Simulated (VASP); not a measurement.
**FGeCl: single point with r2SCAN0**

Molecule: FGeCl, in a box.

```
F Ge Cl
1.0
    11.00000    0.00000    0.00000
     0.00000   12.00000    0.00000
     0.00000    0.00000   10.00000
F Ge Cl
1 1 1
Direct
  0.51673 0.62416 0.53422
  0.43735 0.50890 0.47258
  0.56502 0.37934 0.53270
```

```json
{
  "Program": "VASP 6.6.1",
  "Task": "single point",
  "Functional": "r2SCAN0",
  "Potentials or basis": "VASP PAW PBE potentials, release 64 (F, Ge_d, Cl)",
  "Cutoff": "520 eV",
  "k mesh": "1 × 1 × 1",
  "Occupations": "gaussian, width 0.01 eV",
  "Spin": "no spin polarisation"
}
```

* Largest force: 0.216 eV/Å
* Gap between the frontier levels: 5.95 eV

Forces on the atoms (eV/Å):
```
F   -0.076 -0.183 -0.063
Ge   0.187  0.032  0.103
Cl  -0.110  0.151 -0.040
```

Levels at points of the mesh, in eV from the valence-band top:
| k point | band 10 | band 11 | band 12 | band 13 | band 14 | band 15 | band 16 | band 17 | band 18 |
| --- | --- | --- | --- | --- | --- | --- | --- | --- | --- |
| (0.00, 0.00, 0.00) | -3.52 | -3.26 | -1.09 | -0.89 | 0.00 | 5.95 | 8.57 | 8.71 | 9.02 |

It took 13 min on 1 thread of AMD EPYC 7R13 Processor (Zen 3), on a shared host, peak memory 1.2 GiB.

Caveat: the PAW data sets were made with another functional, which shifts forces and pressure a little.
